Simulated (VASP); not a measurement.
Here is the system:

```
P
1.0
    1.63592    -5.00381     0.00000
    1.63592     5.00381     0.00000
    0.00000     0.00000     4.08129
P
4
Cartesian
  1.63592   3.93466   3.79110
  1.63592   1.06915   1.75046
  1.63592  -1.06915   2.33084
  1.63592  -3.93466   0.29019
```

The numbers are results of LDA (Ceperley-Alder, Perdew-Zunger), VASP's LDA PAW potentials (set 64) (plane waves; VASP 6.6.1), not measurements. Numerical set-up: 520 eV cut-off, 10×10×8 Γ-centred mesh, first-order Methfessel-Paxton smearing of 0.10 eV, potentials P.

Task: The ions and cell shape at fixed volume are relaxed. Give the cell that the relaxation ends in.

Result: 
```
P
1.0
    1.65802    -5.03674     0.00000
    1.65802     5.03674     0.00000
    0.00000     0.00000     4.00055
P
4
Direct
  0.10809   0.89191   0.93410
  0.39191   0.60809   0.43410
  0.60809   0.39191   0.56590
  0.89191   0.10809   0.06590
```
Space group Cmce (64), at a tolerance of 0.03 Å.

Task: How much energy does the relaxation gain?

Result: The energy (σ→0) changes by -4.0 meV/atom, in 11 ionic steps.

The compound is P in the black structure. This cell is one point of a volume scan, at 0.97 of the reference volume. Symmetry was kept, so distortions that lower it aren't found.
